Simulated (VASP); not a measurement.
Output of a VASP run:

### OSZICAR
```
       N       E                     dE             d eps       ncg     rms          rms(c)
DAV:   1     0.442414476783E+03    0.44241E+03   -0.26668E+04  1056   0.114E+03
DAV:   2    -0.332784268301E+02   -0.47569E+03   -0.45688E+03  1240   0.233E+02
DAV:   3    -0.643165382739E+02   -0.31038E+02   -0.30048E+02  1320   0.626E+01
DAV:   4    -0.651118510898E+02   -0.79531E+00   -0.78600E+00  1240   0.997E+00
DAV:   5    -0.651358556495E+02   -0.24005E-01   -0.23995E-01  1264   0.178E+00    0.165E+01
DAV:   6    -0.638433660975E+02    0.12925E+01   -0.11338E+01  1200   0.177E+01    0.684E+00
DAV:   7    -0.633778944741E+02    0.46547E+00   -0.23380E+00  1168   0.841E+00    0.545E+00
DAV:   8    -0.632903204708E+02    0.87574E-01   -0.37464E-01  1192   0.236E+00    0.859E-01
DAV:   9    -0.632727109011E+02    0.17610E-01   -0.62985E-02  1160   0.136E+00    0.387E-01
DAV:  10    -0.632735309547E+02   -0.82005E-03   -0.59229E-03  1240   0.289E-01    0.892E-02
DAV:  11    -0.632735752966E+02   -0.44342E-04   -0.63049E-04  1320   0.102E-01    0.692E-02
DAV:  12    -0.632735310815E+02    0.44215E-04   -0.13427E-04  1208   0.642E-02    0.362E-02
DAV:  13    -0.632735323369E+02   -0.12554E-05   -0.21311E-05  1208   0.155E-02    0.439E-03
DAV:  14    -0.632735320432E+02    0.29368E-06   -0.10697E-06   720   0.539E-03
   1 F= -.63273532E+02 E0= -.63273883E+02  d E =-.632735E+02
       N       E                     dE             d eps       ncg     rms          rms(c)
DAV:   1    -0.632775244374E+02   -0.39921E-02   -0.63133E-02  1080   0.136E+00    0.423E-01
DAV:   2    -0.632742908543E+02    0.32336E-02   -0.23381E-02  1136   0.893E-01    0.194E-01
DAV:   3    -0.632736801029E+02    0.61075E-03   -0.22300E-03  1112   0.272E-01    0.694E-02
DAV:   4    -0.632736018848E+02    0.78218E-04   -0.46863E-04  1224   0.671E-02    0.264E-02
DAV:   5    -0.632735765481E+02    0.25337E-04   -0.83877E-05  1168   0.478E-02    0.208E-02
DAV:   6    -0.632735769521E+02   -0.40401E-06   -0.11562E-05  1200   0.172E-02    0.698E-03
DAV:   7    -0.632735759041E+02    0.10480E-05   -0.49278E-06  1072   0.120E-02    0.135E-03
DAV:   8    -0.632735761292E+02   -0.22518E-06   -0.52643E-07   632   0.279E-03
   2 F= -.63273576E+02 E0= -.63273924E+02  d E =-.440860E-04
       N       E                     dE             d eps       ncg     rms          rms(c)
DAV:   1    -0.632746009773E+02   -0.10251E-02   -0.14480E-02  1080   0.650E-01    0.203E-01
DAV:   2    -0.632738719019E+02    0.72908E-03   -0.54682E-03  1120   0.431E-01    0.946E-02
DAV:   3    -0.632737273730E+02    0.14453E-03   -0.53115E-04  1120   0.133E-01    0.328E-02
DAV:   4    -0.632737168305E+02    0.10542E-04   -0.11445E-04  1200   0.336E-02    0.126E-02
DAV:   5    -0.632737155145E+02    0.13160E-05   -0.19768E-05  1184   0.232E-02    0.100E-02
DAV:   6    -0.632737170616E+02   -0.15471E-05   -0.23020E-06   720   0.793E-03    0.353E-03
DAV:   7    -0.632737163923E+02    0.66927E-06   -0.76979E-07   616   0.539E-03
   3 F= -.63273716E+02 E0= -.63274065E+02  d E =-.184349E-03
```

File OUTCAR:
```
------------------------ aborting loop because EDIFF is reached ----------------------------------------
  FORCE on cell =-STRESS in cart. coord.  units (eV):
  Direction    XX          YY          ZZ          XY          YZ          ZX
  --------------------------------------------------------------------------------------
  Total       -0.0491580     -0.0491580     -0.0491580     -0.0000000     -0.0000000      0.0000000
  in kB       -0.2802235     -0.2802235     -0.2802235     -0.0000000     -0.0000000      0.0000000
  external PRESSURE =      -0.2802235 kB  Pullay stress =       0.0000000 kB
  volume of cell :      281.06
      direct lattice vectors                 reciprocal lattice vectors
     6.550381775 -0.000000000  0.000000000     0.152662858  0.000000000 -0.000000000
    -0.000000000  6.550381775  0.000000000     0.000000000  0.152662858 -0.000000000
     0.000000000  0.000000000  6.550381775     0.000000000  0.000000000  0.152662858
 POSITION                                       TOTAL-FORCE (eV/Angst)
 -----------------------------------------------------------------------------------
      4.09523      5.73034      0.82004         0.008850     -0.008850      0.008850
      0.82004      4.09523      5.73034         0.008850      0.008850     -0.008850
      4.09523      4.09523      4.09523         0.008850      0.008850      0.008850
      2.45515      2.45515      2.45515        -0.008850     -0.008850     -0.008850
      5.73034      0.82004      4.09523        -0.008850      0.008850      0.008850
      5.73034      2.45515      0.82004        -0.008850     -0.008850      0.008850
      0.82004      5.73034      2.45515         0.008850     -0.008850     -0.008850
      2.45515      0.82004      5.73034        -0.008850      0.008850     -0.008850
     -0.00000      3.27519      3.27519        -0.000000     -0.000000      0.000000
      3.27519     -0.00000      3.27519        -0.000000     -0.000000      0.000000
      0.00000     -0.00000      0.00000         0.000000     -0.000000      0.000000
      3.27519      3.27519      0.00000         0.000000     -0.000000      0.000000
 -----------------------------------------------------------------------------------
    total drift:                               -0.000000      0.000000     -0.000000
  FREE ENERGIE OF THE ION-ELECTRON SYSTEM (eV)
  ---------------------------------------------------
  free  energy   TOTEN  =       -63.2737163923 eV

  energy  without entropy=      -63.2747621114  energy(sigma->0) =      -63.27406497

 reached required accuracy - stopping structural energy minimisation
```
(Selected blocks of OUTCAR.)

POSCAR:
```
PtSb2
1
    6.5476405670     0.0000000000     0.0000000000
    0.0000000000     6.5476405670    -0.0000000000
    0.0000000000     0.0000000000     6.5476405670
Sb Pt
8 4
Direct
  0.6251334885   0.8748665115   0.1251334885
  0.1251334885   0.6251334885   0.8748665115
  0.6251334885   0.6251334885   0.6251334885
  0.3748665115   0.3748665115   0.3748665115
  0.8748665115   0.1251334885   0.6251334885
  0.8748665115   0.3748665115   0.1251334885
  0.1251334885   0.8748665115   0.3748665115
  0.3748665115   0.1251334885   0.8748665115
  0.0000000000   0.5000000000   0.5000000000
  0.5000000000   0.0000000000   0.5000000000
  0.0000000000   0.0000000000   0.0000000000
  0.5000000000   0.5000000000   0.0000000000
```

Question: Write an INCAR and KPOINTS that could have produced this output.

Answer: Several could match; the one computed here: the input of the run itself, PBE GGA, plane waves, VASP's PBE PAW potentials (set 64).

KPOINTS:
```
Automatic mesh
0
Gamma
4 4 4
0 0 0
```

**INCAR**
```
LMAXMIX = 6   # l cut-off of mixed one-centre charges
EDIFF = 1E-6   # SCF stop (eV)
PREC = Accurate
LCHARG = .False.
LREAL = .False.   # projection in real space or not
EDIFFG = -0.02   # ionic stop
GGA = PE
SYSTEM = PtSb2
SIGMA = 0.1   # width (eV)
ENCUT = 400
LWAVE = .False.
ISIF = 3   # ions, shape and volume
IBRION = 2   # conjugate gradients
ALGO = Normal
NELM = 100   # most electronic steps
ISMEAR = 1
LASPH = .True.
NSW = 60   # most ionic steps
```

POTCAR, in this order: Sb Pt (PBE.64 set). Program: vasp_std.

The compound is PtSb2 in the pyrite structure. This run relaxes it. Symmetry was kept, so distortions that lower it aren't found. The start is the result of an earlier pass.
